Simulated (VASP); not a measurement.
Be (hcp) relaxed at rising pressure, in one space group throughout; other phases were not tried. The pressures are those reached. Method: LDA (Ceperley-Alder, Perdew-Zunger), VASP's LDA PAW potentials (set 64) (plane waves; VASP).

| P (GPa) | V (Å³/atom) | k-mesh |
|---|---|---|
| -0.06 | 7.574 | 19×19×10 |
| 4.97 | 7.305 | 19×19×11 |
| 10.00 | 7.073 | 19×19×11 |
| 19.79 | 6.694 | 19×19×11 |
| 30.09 | 6.376 | 20×20×11 |

A change of mesh leaves a small step in the series.

Q: Fit an equation of state and predict the volume at 44.67 GPa.

A: Least squares on the third-order Birch-Murnaghan form, P = (3B0/2)(y⁷ − y⁵)[1 + (3/4)(B′ − 4)(y² − 1)] with y = (V0/V)^(1/3), gives V0 = 7.571 Å³/atom, B0 = 130 GPa and B′ = 3.5, and so 6.011 Å³/atom. The run gave 6.007 Å³/atom, -0.1 % from the fit.

Pressures at which the relaxation failed are left out.

The compound is Be in the hcp structure.
